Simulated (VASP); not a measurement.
```yaml
crystal:
  lattice:
    - [3.90416, 0.00000, 0.00000]
    - [0.00000, 3.90416, 0.00000]
    - [0.00000, 0.00000, 3.90416]
  atoms:
    - { symbol: Sr, position: [0.00000, 0.00000, 0.00000] }
    - { symbol: Ti, position: [0.50000, 0.50000, 0.50000] }
    - { symbol: O, position: [0.50000, 0.00000, 0.50000] }
    - { symbol: O, position: [0.00000, 0.50000, 0.50000] }
    - { symbol: O, position: [0.50000, 0.50000, 0.00000] }
```

All values below come from vdW-DF-cx, VASP's PBE PAW potentials (set 64) (plane waves; VASP 6.6.1). Run with 520 eV cut-off, 6×6×6 Γ-centred mesh, tetrahedra with Blöchl corrections, potentials Sr_sv Ti_sv O.

### Question
Tabulate the total density of states (states/eV per cell) against energy (eV; zero at the valence-band maximum or, without a gap, the Fermi level).

### Answer

(E (eV), DOS (states/eV)): (-9.93, 0.00); (-9.69, 0.00); (-9.57, 0.00); (-9.33, 0.00); (-9.21, 0.00); (-8.97, 0.00); (-8.73, 0.00); (-8.61, 0.00); (-8.37, 0.00); (-8.25, 0.00); (-8.01, 0.00); (-7.77, 0.00); (-7.65, 0.00); (-7.41, 0.00); (-7.17, 0.00); (-7.05, 0.00); (-6.81, 0.00); (-6.69, 0.00); (-6.45, 0.00); (-6.21, 0.00); (-6.09, 0.00); (-5.85, 0.00); (-5.73, 0.00); (-5.49, 0.00); (-5.25, 0.00); (-5.13, 0.00); (-4.89, 0.00); (-4.77, 0.00); (-4.53, 0.91); (-4.29, 4.99); (-4.17, 4.38); (-3.93, 4.58); (-3.81, 4.81); (-3.57, 4.60); (-3.33, 4.71); (-3.21, 5.36); (-2.97, 9.06); (-2.85, 5.66); (-2.61, 2.69); (-2.37, 2.40); (-2.25, 2.42); (-2.01, 3.49); (-1.77, 1.79); (-1.65, 1.21); (-1.41, 3.12); (-1.29, 4.97); (-1.05, 7.36); (-0.81, 5.48); (-0.69, 3.90); (-0.45, 2.56); (-0.33, 2.56); (-0.09, 0.74); (0.15, 0.00); (0.27, 0.00); (0.51, 0.00); (0.63, 0.00); (0.87, 0.00); (1.11, 0.00); (1.23, 0.00); (1.47, 0.00); (1.59, 0.00); (1.83, 0.03); (2.07, 0.41); (2.19, 0.68); (2.43, 1.43); (2.55, 1.78); (2.79, 1.69); (3.03, 1.94); (3.15, 2.12); (3.39, 3.48); (3.63, 5.58); (3.75, 5.79); (3.99, 3.56); (4.11, 2.72); (4.35, 0.70); (4.59, 0.66); (4.71, 0.81); (4.95, 1.03); (5.07, 1.14); (5.31, 1.30)
Within 2 eV below the valence-band maximum the largest weight inside VASP's projection spheres is O p.

The compound is SrTiO3 in the cubic perovskite structure, the ideal cubic form; the compound distorts at low or room temperature. It was relaxed first.
